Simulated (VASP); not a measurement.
A run of VASP 6.6.1:

Contents of INCAR:

```
PREC = Accurate
ENCUT = 520
EDIFF = 1E-7
ISMEAR = 0
SIGMA = 0.5
LREAL = F
LASPH = T
NELM = 100
ALGO = Normal
ISIF = 2
LWAVE = F
LCHARG = T
GGA = PS
LELF = T
LVHAR = T
NBANDS = 19
```

File KPOINTS:

```
Automatic mesh
0
Gamma
  18 18 10
```

The input POSCAR:

```
Ti
1.0
    2.8983000000      0.0000000000      0.0000000000
   -1.4491500000      2.5100000000      0.0000000000
    0.0000000000      0.0000000000      4.5866100000
Ti
2
Direct
    0.3333300000      0.6666700000      0.2500000000
    0.6666700000      0.3333300000      0.7500000000
```

Potentials or basis: VASP PAW PBE potentials, release 64 (Ti_sv).

The run is started by

```bash
$ cat potpaw_PBE.64/Ti_sv/POTCAR > POTCAR
$ mpirun -np 1 vasp_std > vasp.out
```

Hardware: 1 thread of Intel(R) Xeon(R) Platinum 8559C (Emerald Rapids), with other jobs on the host.

Estimate the wall time of this run.

It took 2.4 min on 1 thread of Intel(R) Xeon(R) Platinum 8559C (Emerald Rapids) (shared host), peak memory 0.38 GiB. Counts: scf iterations 14, k points 546.
